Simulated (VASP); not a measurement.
A convergence study with VASP on BaTiO3 (cubic perovskite): one setting is varied, all else stays as given below, so the limit is that of these other settings.

```
CELL_PARAMETERS angstrom
      4.00000     0.00000     0.00000
      0.00000     4.00000     0.00000
      0.00000     0.00000     4.00000
ATOMIC_POSITIONS crystal
  Ba 0.00000 0.00000 0.00000
  Ti 0.50000 0.50000 0.50000
  O  0.50000 0.00000 0.50000
  O  0.00000 0.50000 0.50000
  O  0.50000 0.50000 0.00000
```

All values below come from PBEsol GGA, VASP's PBE PAW potentials (set 64) (plane waves; VASP 6.6.1). The tightest run used: 700 eV cut-off, 14×14×14 Γ-centred mesh, Gaussian smearing of 0.050 eV, potentials Ba_sv Ti_sv O.

Unless said otherwise, spin-orbit coupling is left out, though it shifts the bands of the heavy elements here. Gaps are read on the run's mesh, which can miss a band edge.

### Question
The settings run are 2×2×2 mesh; 3×3×3 mesh; 4×4×4 mesh; 5×5×5 mesh; 6×6×6 mesh; 7×7×7 mesh; 8×8×8 mesh; 9×9×9 mesh; 10×10×10 mesh; 11×11×11 mesh; 12×12×12 mesh; 13×13×13 mesh; 14×14×14 mesh. From which on does the stress (every component) stay within 0.5 GPa of the tightest run?

### Answer
From 3×3×3 mesh on: it is off by 0.30 there and by no more than 0.5 in any finer run, while 2×2×2 mesh is off by 2.61.
```csv
setting,E (eV/atom),pressure (GPa),gap on the mesh (eV),irreducible k-points,difference judged (GPa)
2×2×2 mesh,-8.2379,0.38,1.316,4,2.61
3×3×3 mesh,-8.3777,-1.93,1.767,4,0.30
4×4×4 mesh,-8.3947,-2.17,1.685,10,0.06
5×5×5 mesh,-8.3975,-2.22,1.818,10,0.01
6×6×6 mesh,-8.3981,-2.22,1.703,20,0.01
7×7×7 mesh,-8.3982,-2.23,1.766,20,0.00
8×8×8 mesh,-8.3982,-2.22,1.704,35,0.01
9×9×9 mesh,-8.3982,-2.22,1.741,35,0.01
10×10×10 mesh,-8.3982,-2.23,1.704,56,0.00
11×11×11 mesh,-8.3982,-2.23,1.730,56,0.00
12×12×12 mesh,-8.3982,-2.21,1.704,84,0.02
13×13×13 mesh,-8.3982,-2.21,1.722,84,0.02
14×14×14 mesh,-8.3982,-2.23,1.704,120,0.00
```

Left out are rungs that failed or repeat a setting and relaxations that didn't move; long series are thinned to 24 rows.

The compound is BaTiO3 in the cubic perovskite structure, the ideal cubic form; the compound distorts at low or room temperature. The cell was not relaxed at this level.
